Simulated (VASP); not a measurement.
Calculation: AM05 GGA, VASP's PBE PAW potentials (set 64) (plane waves; VASP 6.6.1).

VASP input:

KPOINTS:
```
Regular mesh
0
Gamma
  5 5 5
```

### POSCAR
```
BaTiO3
1
    3.9642284372     0.0000000000     0.0000000000
    0.0000000000     3.9642284372     0.0000000000
    0.0000000000     0.0000000000     4.1124977619
Ba Ti O
1 1 3
Direct
  0.0000000000   1.0000000000   0.0051201849
  0.5000000000   0.5000000000   0.5247063485
  0.5000000000   0.5000000000   0.9671890323
  0.0000000000   0.5000000000   0.4834922172
  0.5000000000   0.0000000000   0.4834922172
```

### INCAR
```
! general
SYSTEM  = BaTiO3
PREC    = Accurate
ENCUT   = 520   ! plane-wave cut-off (eV)
LREAL   = .FALSE.   ! projection in real space or not
LASPH   = .TRUE.   ! aspherical one-centre terms

! electronic loop
EDIFF   = 1E-6
NELM    = 100
ALGO    = Normal   ! blocked Davidson
LMAXMIX = 4   ! l cut-off of mixed one-centre charges

! smearing
ISMEAR  = 0   ! Gaussian
SIGMA   = 0.05

! functional
GGA     = AM   ! AM05

! ions
IBRION  = 2   ! conjugate gradients
NSW     = 60
ISIF    = 3   ! ions, shape and volume
EDIFFG  = -0.02   ! ionic stop

! output
LWAVE   = .FALSE.
LCHARG  = .FALSE.
```

POTCAR, in this order: Ba_sv Ti_sv O (PBE.64 set). Program: vasp_std.

The run wrote:

### OUTCAR
```
 ion  position               nearest neighbor table
   1  0.000  0.000  0.005-   4 2.79   5 2.79   4 2.79   5 2.79   3 2.81   3 2.81   3 2.81   3 2.81
                             4 2.92   5 2.92   5 2.92   4 2.92   2 3.43   2 3.43   2 3.43   2 3.43
   2  0.500  0.500  0.525-   3 1.82   4 1.99   5 1.99   5 1.99   4 1.99   3 2.29   1 3.43   1 3.43
                             1 3.43   1 3.43   1 3.52   1 3.52   1 3.52   1 3.52
   3  0.500  0.500  0.967-   2 1.82   2 2.29   1 2.81   1 2.81   1 2.81   1 2.81
   4  0.000  0.500  0.483-   2 1.99   2 1.99   1 2.79   1 2.79   1 2.92   1 2.92
   5  0.500  0.000  0.483-   2 1.99   2 1.99   1 2.79   1 2.79   1 2.92   1 2.92
  LATTYP: Found a simple tetragonal cell.
 ALAT       =     3.9642284372
 C/A-ratio  =     1.0374018115
 Subroutine PRICEL returns:
 Original cell was already a primitive cell.
 Subroutine GETGRP returns: Found  8 space group operations
The static configuration has the point symmetry C_4v.
The dynamic configuration has the point symmetry C_4v.
 Subroutine INISYM returns: Found  8 space group operations
 Subroutine IBZKPT returns following result:
 Found     18 irreducible k-points:

 Following reciprocal coordinates:
            Coordinates               Weight
  0.000000  0.000000  0.000000      1.000000
  0.200000  0.000000  0.000000      4.000000
  0.400000  0.000000  0.000000      4.000000
  0.200000  0.200000  0.000000      4.000000
  0.400000  0.200000  0.000000      8.000000
  0.400000  0.400000  0.000000      4.000000
  0.000000  0.000000  0.200000      2.000000
  0.200000  0.000000  0.200000      8.000000
  0.400000  0.000000  0.200000      8.000000
  0.200000  0.200000  0.200000      8.000000
  0.400000  0.200000  0.200000     16.000000
  0.400000  0.400000  0.200000      8.000000
  0.000000  0.000000  0.400000      2.000000
  0.200000  0.000000  0.400000      8.000000
  0.400000  0.000000  0.400000      8.000000
  0.200000  0.200000  0.400000      8.000000
  0.400000  0.200000  0.400000     16.000000
  0.400000  0.400000  0.400000      8.000000
...
```

### OSZICAR
```
       N       E                     dE             d eps       ncg     rms          rms(c)
DAV:   1     0.452131772048E+03    0.45213E+03   -0.21389E+04   864   0.182E+03
DAV:   2    -0.613805151164E+01   -0.45827E+03   -0.44973E+03  1088   0.488E+02
DAV:   3    -0.486325366770E+02   -0.42494E+02   -0.41128E+02  1256   0.144E+02
DAV:   4    -0.506000332356E+02   -0.19675E+01   -0.19666E+01  1216   0.273E+01
DAV:   5    -0.506681788701E+02   -0.68146E-01   -0.68142E-01  1224   0.381E+00    0.239E+01
DAV:   6    -0.410008205370E+02    0.96674E+01   -0.69273E+01  1376   0.773E+01    0.102E+01
DAV:   7    -0.409508229257E+02    0.49998E-01   -0.11381E+01  1160   0.254E+01    0.693E+00
DAV:   8    -0.407982680236E+02    0.15255E+00   -0.13567E+00  1184   0.118E+01    0.238E+00
DAV:   9    -0.408069059335E+02   -0.86379E-02   -0.19903E-01  1040   0.337E+00    0.102E+00
DAV:  10    -0.408003060742E+02    0.65999E-02   -0.78956E-02  1192   0.253E+00    0.516E-01
DAV:  11    -0.407976625513E+02    0.26435E-02   -0.19666E-02  1280   0.108E+00    0.872E-02
DAV:  12    -0.407975560747E+02    0.10648E-03   -0.12048E-03  1016   0.338E-01    0.384E-02
DAV:  13    -0.407976084556E+02   -0.52381E-04   -0.70210E-04  1200   0.249E-01    0.569E-02
DAV:  14    -0.407975689337E+02    0.39522E-04   -0.16959E-04  1168   0.987E-02    0.145E-02
DAV:  15    -0.407975667732E+02    0.21605E-05   -0.18359E-05  1248   0.294E-02    0.508E-03
DAV:  16    -0.407975673955E+02   -0.62227E-06   -0.25114E-06   640   0.120E-02
   1 F= -.40797567E+02 E0= -.40797567E+02  d E =-.407976E+02
       N       E                     dE             d eps       ncg     rms          rms(c)
DAV:   1    -0.407985919674E+02   -0.10252E-02   -0.61229E-02  1104   0.334E+00    0.326E-01
DAV:   2    -0.407977293152E+02    0.86265E-03   -0.71631E-03   968   0.715E-01    0.122E-01
DAV:   3    -0.407975701878E+02    0.15913E-03   -0.14324E-03  1136   0.247E-01    0.263E-02
DAV:   4    -0.407975804552E+02   -0.10267E-04   -0.25042E-04  1240   0.897E-02    0.259E-02
DAV:   5    -0.407975843980E+02   -0.39428E-05   -0.19220E-05  1288   0.378E-02    0.177E-02
DAV:   6    -0.407975944473E+02   -0.10049E-04   -0.17722E-05  1384   0.222E-02    0.100E-02
DAV:   7    -0.407975962078E+02   -0.17605E-05   -0.60778E-06  1056   0.175E-02    0.113E-03
DAV:   8    -0.407975961905E+02    0.17269E-07   -0.99409E-07   576   0.509E-03
   2 F= -.40797596E+02 E0= -.40797596E+02  d E =-.287951E-04
       N       E                     dE             d eps       ncg     rms          rms(c)
DAV:   1    -0.407978598805E+02   -0.26367E-03   -0.12411E-02  1104   0.150E+00    0.147E-01
DAV:   2    -0.407976819382E+02    0.17794E-03   -0.14588E-03   952   0.322E-01    0.550E-02
DAV:   3    -0.407976485233E+02    0.33415E-04   -0.28806E-04  1136   0.112E-01    0.113E-02
DAV:   4    -0.407976515938E+02   -0.30705E-05   -0.49681E-05  1240   0.395E-02    0.115E-02
DAV:   5    -0.407976527999E+02   -0.12061E-05   -0.36063E-06   984   0.167E-02    0.767E-03
DAV:   6    -0.407976560273E+02   -0.32274E-05   -0.41681E-06   928   0.107E-02    0.454E-03
DAV:   7    -0.407976574126E+02   -0.13853E-05   -0.13436E-06   816   0.780E-03    0.679E-04
DAV:   8    -0.407976576149E+02   -0.20232E-06   -0.26232E-07   448   0.292E-03
   3 F= -.40797658E+02 E0= -.40797658E+02  d E =-.902195E-04
```

**OUTCAR**
```
------------------------ aborting loop because EDIFF is reached ----------------------------------------
  FORCE on cell =-STRESS in cart. coord.  units (eV):
  Direction    XX          YY          ZZ          XY          YZ          ZX
  --------------------------------------------------------------------------------------
  Total       -0.0080183     -0.0080183     -0.0387652      0.0000000      0.0000000      0.0000000
  in kB       -0.1985277     -0.1985277     -0.9598007      0.0000000      0.0000000      0.0000000
  external PRESSURE =      -0.4522854 kB  Pullay stress =       0.0000000 kB
  volume of cell :       64.71
      direct lattice vectors                 reciprocal lattice vectors
     3.965877894  0.000000000  0.000000000     0.252150981  0.000000000  0.000000000
     0.000000000  3.965877894  0.000000000     0.000000000  0.252150981  0.000000000
     0.000000000  0.000000000  4.114270905     0.000000000  0.000000000  0.243056430
 POSITION                                       TOTAL-FORCE (eV/Angst)
 -----------------------------------------------------------------------------------
      0.00000      0.00000      0.02175         0.000000     -0.000000      0.018621
      1.98294      1.98294      2.15757         0.000000      0.000000     -0.010604
      1.98294      1.98294      3.97960         0.000000     -0.000000     -0.013951
      0.00000      1.98294      1.98932        -0.000000     -0.000000      0.002967
      1.98294      0.00000      1.98932         0.000000     -0.000000      0.002967
 -----------------------------------------------------------------------------------
    total drift:                                0.000000      0.000000      0.000363
  FREE ENERGIE OF THE ION-ELECTRON SYSTEM (eV)
  ---------------------------------------------------
  free  energy   TOTEN  =       -40.7976576149 eV

  energy  without entropy=      -40.7976576149  energy(sigma->0) =      -40.79765761

 reached required accuracy - stopping structural energy minimisation
```
(Selected blocks of OUTCAR.)

CONTCAR:
```
BaTiO3
   1.00000000000000
     3.9658778936589627    0.0000000000000000    0.0000000000000000
     0.0000000000000000    3.9658778936589627    0.0000000000000000
     0.0000000000000000    0.0000000000000000    4.1142709051172188
  Ba              Ti              O
     1     1     3
Direct
     0.0000000000000000    0.0000000000000000    0.0052854950964866
     0.5000000000000000    0.5000000000000000    0.5244121228771050
     0.5000000000000000    0.5000000000000000    0.9672671411753758
     0.0000000000000000    0.5000000000000000    0.4835176204755165
     0.5000000000000000    0.0000000000000000    0.4835176204755165
```

The compound is BaTiO3 in the tetragonal perovskite structure. This run relaxes it. Symmetry was kept, so distortions that lower it aren't found. The start is the result of an earlier pass.
